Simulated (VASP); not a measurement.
Energy against volume of MnO$_{2}$ (rutile). These are PBE GGA, VASP's PBE PAW potentials (set 64) (plane waves; VASP 6.6.1) values and carry that method's errors. Numerical set-up: 520 eV cut-off, 7×7×11 Γ-centred mesh, first-order Methfessel-Paxton smearing of 0.10 eV, potentials Mn_pv O.

Shape and ions are relaxed at each volume.

```tsv
V (Å³/atom)	E (eV/atom)
8.844	-7.95962
9.126	-7.98026
9.408	-7.98680
9.691	-7.98149
```

Q: Fit these four points and predict the energy of the run at 9.973 Å³/atom.

A: A cubic in V^(−2/3), the third-order Birch-Murnaghan form, passes through the four points with V0 = 9.41 Å³/atom and B0 = 223 GPa, and gives -7.9663 eV/atom there. The run gave -7.9663 eV/atom, +0.0 meV/atom from the fit; all five points give B0 = 223 GPa.

The compound is MnO2 in the rutile structure. It was relaxed first.
